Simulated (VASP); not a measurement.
Here is the system:

```yaml
crystal:
  lattice:
    - [3.99055, 0.00000, 0.00000]
    - [0.00000, 3.99055, 0.00000]
    - [0.00000, 0.00000, 7.02659]
  atoms:
    - { symbol: Ga, position: [0.00000, 0.50000, 0.00000] }
    - { symbol: Ga, position: [0.50000, 0.00000, 0.50000] }
    - { symbol: Sb, position: [0.00000, 0.00000, 0.25000] }
    - { symbol: Sb, position: [0.00000, 0.00000, 0.75000] }
```

Computed with PBE GGA, VASP's PBE PAW potentials (set 64) (plane waves; VASP). Run with 400 eV cut-off, 6×6×4 Γ-centred mesh, first-order Methfessel-Paxton smearing of 0.10 eV, potentials Ga_d Sb.

Unless said otherwise, spin-orbit coupling is left out, though it shifts the bands of the heavy elements here.

**Question.** What does the run give for the energy per atom (σ→0), pressure, band gap (on the k-mesh) with the smallest direct gap where there is one?

**Answer.** 
```json
{
 "band gap (on the k-mesh)": "none (metal, semimetal or under 0.01 eV)",
 "energy per atom (σ→0)": "-3161 meV/atom",
 "pressure": "5.35 GPa"
}
```

The absolute energy has meaning only against runs of the same code, potentials and settings.

The structure was generated: GaSb was put into the PtS type (P4_2/mmc), which need not be its known phase. The cell was not relaxed at this level.
